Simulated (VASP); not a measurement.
Output of a VASP run:

OSZICAR:
```
       N       E                     dE             d eps       ncg     rms          rms(c)
DAV:   1    -0.526471869473E+03   -0.52647E+03   -0.22639E+01   384   0.124E+01    0.955E+00
DAV:   2    -0.526587728596E+03   -0.11586E+00   -0.79433E-01   432   0.181E+00    0.641E+00
DAV:   3    -0.526557359094E+03    0.30370E-01   -0.11291E-01   432   0.784E-01    0.383E+00
DAV:   4    -0.526530003960E+03    0.27355E-01   -0.26901E-02   432   0.451E-01    0.219E+00
DAV:   5    -0.526526170522E+03    0.38334E-02   -0.18035E-02   432   0.281E-01    0.121E+00
DAV:   6    -0.526522942677E+03    0.32278E-02   -0.28374E-03   464   0.164E-01    0.673E-01
DAV:   7    -0.526522633373E+03    0.30930E-03   -0.18746E-03   424   0.101E-01    0.369E-01
DAV:   8    -0.526522232056E+03    0.40132E-03   -0.42405E-04   472   0.634E-02    0.206E-01
DAV:   9    -0.526522223345E+03    0.87115E-05   -0.28542E-04   424   0.367E-02    0.113E-01
DAV:  10    -0.526522177496E+03    0.45849E-04   -0.49355E-05   360   0.235E-02    0.617E-02
DAV:  11    -0.526522184261E+03   -0.67651E-05   -0.44030E-05   384   0.142E-02
   1 F= -.52652218E+03 E0= -.52652218E+03  d E =-.167709E-10
```

File OUTCAR:
```
------------------------ aborting loop because EDIFF is reached ----------------------------------------
  volume of cell :      866.68
      direct lattice vectors                 reciprocal lattice vectors
     4.868317892 -8.432173817  0.000000000     0.102704879 -0.059296690  0.000000000
     4.868317892  8.432173817  0.000000000     0.102704879  0.059296690  0.000000000
     0.000000000  0.000000000 10.556283981     0.000000000  0.000000000  0.094730305
  FREE ENERGIE OF THE ION-ELECTRON SYSTEM (eV)
  ---------------------------------------------------
  free  energy   TOTEN  =      -526.5221842609 eV

  energy  without entropy=     -526.5221842609  energy(sigma->0) =     -526.52218426

  exchange ACFDT corr.  =         0.00000000  see jH, gK, PRB 81, 115126
```
(Selected blocks of OUTCAR.)

**POSCAR**
```
Ga35N37
1
    4.8683178924    -8.4321738171     0.0000000000
    4.8683178924     8.4321738171     0.0000000000
    0.0000000000     0.0000000000    10.5562839808
Ga N
35 37
Direct
  0.2224438367   0.1115337002   0.2498932790
  0.1112342928   0.2214782283   0.0007681835
  0.2218722797   0.1099701855   0.7506770055
  0.1115449332   0.2230698774   0.4974246356
  0.2233784597   0.4448059779   0.2550357496
  0.1112836606   0.5563242418   0.0007715576
  0.2061243374   0.4364904562   0.7508778261
  0.1115546043   0.5549988661   0.4973279581
  0.2224274890   0.7771978425   0.2500509749
  0.1114788898   0.8890266444   0.0013712007
  0.2218963373   0.7787504410   0.7508239779
  0.1112756346   0.8888469056   0.4984679056
  0.5553819514   0.1108573901   0.2506583515
  0.4441111823   0.2217186443   0.0009152167
  0.5565710476   0.1116529515   0.7499283833
  0.4448504919   0.2232366684   0.4974532775
  0.5545259803   0.4451094112   0.2554110652
  0.4444948812   0.5555266581   0.0023098165
  0.5639831873   0.4365166682   0.7510455214
  0.5544572112   0.7756440802   0.2555787180
  0.4440652960   0.8889208283   0.0012115414
  0.5639885880   0.7942263659   0.7511705345
  0.4448136233   0.8881148036   0.4976010989
  0.8887052058   0.1108034941   0.2506356435
  0.7779747489   0.2222628223   0.0009051709
  0.8886667139   0.1115913606   0.7498153376
  0.7776708451   0.2220433619   0.4971650729
  0.8887580254   0.4443348081   0.2506234542
  0.7787546139   0.5563718483   0.0010582049
  0.8887997097   0.4439420970   0.7497119247
  0.7768422680   0.5551479572   0.4975201297
  0.8884278542   0.7774093793   0.2501402075
  0.7786010141   0.8887788927   0.0012318939
  0.8910469324   0.7788952281   0.7508603216
  0.7767417492   0.8881192558   0.4977203426
  0.2219277393   0.1105346026   0.4382716263
  0.1114439024   0.2227260790   0.1877621588
  0.2224239124   0.1109487492   0.9381754753
  0.1112697157   0.2209997830   0.6878571183
  0.2094902170   0.4379794509   0.4388141424
  0.1115057192   0.5551406108   0.1877512411
  0.2238966163   0.4452367286   0.9356424567
  0.1113399584   0.5571560518   0.6878503739
  0.2219612072   0.7778723196   0.4383315696
  0.1111601629   0.8887528900   0.1886888105
  0.2224939846   0.7780812218   0.9382774764
  0.1116433102   0.8892096782   0.6877276808
  0.5549929501   0.1106249716   0.4382705622
  0.4447490822   0.2229889240   0.1879547714
  0.5558467557   0.1111248875   0.9378030648
  0.4434224744   0.2210188739   0.6878469395
  0.5614880044   0.4386488543   0.4394039703
  0.4441503813   0.5551816538   0.1885321987
  0.4446422456   0.5558323525   0.5424658360
  0.5550606264   0.4453990060   0.9357606419
  0.4453012830   0.5563205411   0.6604387581
  0.5610097742   0.7885410716   0.4398235177
  0.4446843859   0.8879878276   0.1882109294
  0.5549606825   0.7762563876   0.9359631143
  0.4433954340   0.8891705190   0.6879733843
  0.8888002505   0.1105057776   0.4382797565
  0.7776268806   0.2219655378   0.1882064458
  0.8889265481   0.1110749624   0.9377501069
  0.7779955599   0.2223951495   0.6872868521
  0.8889738772   0.4447485490   0.4382292366
  0.7767148088   0.5551698176   0.1880453206
  0.8890145960   0.4443770849   0.9376089452
  0.7795986203   0.5572332403   0.6879462345
  0.8895109925   0.7780255024   0.4384898612
  0.7765256478   0.8878357541   0.1882550034
  0.8895827223   0.7781152729   0.9383573653
  0.7795150947   0.8891069734   0.6881455701
```

Task: Reconstruct the remaining input files.

Result: One answer among several that fit: the input of the run itself, HSE06 screened hybrid, plane waves, VASP's PBE PAW potentials (set 64).

### INCAR
```
PREC  =  Normal
SYSTEM  =  Ga35N37
NELMIN  =  4
ALGO  =  Normal
PRECFOCK  =  Fast
LMAXMIX  =  4   ! l cut-off of mixed one-centre charges
LREAL  =  Auto   ! projection in real space or not
LCHARG  =  F
AEXX  =  0.25
LHFCALC  =  T
SIGMA  =  0.05   ! width (eV)
NELM  =  50   ! most electronic steps
GGA  =  PE   ! PBE
LASPH  =  T   ! aspherical one-centre terms
ISMEAR  =  0
LWAVE  =  F
EDIFF  =  1E-5
ENCUT  =  400   ! plane-wave cut-off (eV)
ISYM  =  0
ISIF  =  0
HFSCREEN  =  0.2   ! 1/Angstrom
```

KPOINTS:
```
Automatic
0
Gamma
 1 1 1
```

POTCAR, in this order: Ga N (PBE.64 set). Program: vasp_gam. Read from the step before: WAVECAR.

The supercell is sampled at Γ alone, which is coarse: total energies, pressure and levels can be off, energies of defects by several tenths of an eV.

The cell is a supercell with a defect, built from GaN (wurtzite): N_Ga. The cell's shape comes from a PBE relaxation. The run is not spin-polarised, so no state with unpaired spins was tried.
